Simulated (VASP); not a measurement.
Input for VASP

### POSCAR
```
Ag2O
1.0
  4.8435200000   0.0000000000   0.0000000000
  0.0000000000   4.8435200000   0.0000000000
  0.0000000000   0.0000000000   4.8435200000
Ag O
4 2
Cart
  3.6326400000   1.2108800000   3.6326400000
  1.2108800000   3.6326400000   3.6326400000
  3.6326400000   3.6326400000   1.2108800000
  1.2108800000   1.2108800000   1.2108800000
  0.0000000000   0.0000000000   0.0000000000
  2.4217600000   2.4217600000   2.4217600000
```

KPOINTS:
```
K-points
0
Gamma
 5 5 5
0 0 0
```

**INCAR**
```
# general
SYSTEM =Ag2O
PREC   =Accurate
ENCUT  =400
LREAL  =F   # projection in real space or not
LASPH  =T   # aspherical one-centre terms

# electronic loop
EDIFF  =1E-6
NELM   =100
ALGO   =Normal
LMAXMIX=4

# smearing
ISMEAR =-1
SIGMA  =0.05   # width (eV)

# functional
GGA    =PE   # PBE

# ions
IBRION =2   # conjugate gradients
NSW    =50
ISIF   =3   # ions, shape and volume
EDIFFG =-0.01

# output
LWAVE  =F
LCHARG =F
```

POTCAR, in this order: Ag O (PBE.64 set). Program: vasp_std.

Problem. Write an equivalent input for Ansatz.

Solution. One equivalent input (not run):
Ansatz 0.2 input:
```yaml
crystal:
  lattice:
    - [4.8435200, 0.0000000, 0.0000000]
    - [0.0000000, 4.8435200, 0.0000000]
    - [0.0000000, 0.0000000, 4.8435200]
  atoms:
    - { symbol: Ag, position: [0.7500000, 0.2500000, 0.7500000] }
    - { symbol: Ag, position: [0.2500000, 0.7500000, 0.7500000] }
    - { symbol: Ag, position: [0.7500000, 0.7500000, 0.2500000] }
    - { symbol: Ag, position: [0.2500000, 0.2500000, 0.2500000] }
    - { symbol: O, position: [0.0000000, 0.0000000, 0.0000000] }
    - { symbol: O, position: [0.5000000, 0.5000000, 0.5000000] }
kpoints:
  mp_grid: { grid: [5, 5, 5] }
hamiltonian:
  xc: pbe
  pseudopotentials: { kind: paw }
scf:
  occupations: { method: fermi_dirac, width: 0.05 }
  max_iter: 100
relax:
  max_steps: 50
  f_tol: 0.01
  cell: {}
output: { forces: true, stress: true, eigenvalues: true }
```
Limits of the translation: each code has its own PAW files, so the cut-off isn't converted (ENCUT is set for VASP's; basis.ecutwfc is left out, and Ansatz then takes the one that its files recommend); Ansatz stops its SCF on the density residual and VASP on the energy change (EDIFF).

The structure is a typed Ag2O crystal. This run relaxes it. Symmetry was kept, so distortions that lower it aren't found. The run is one of a series of settings (EDIFFG = -0.01, IBRION = 2, ISIF = 3, NSW = 50 against the base run), some of them coarse on purpose.
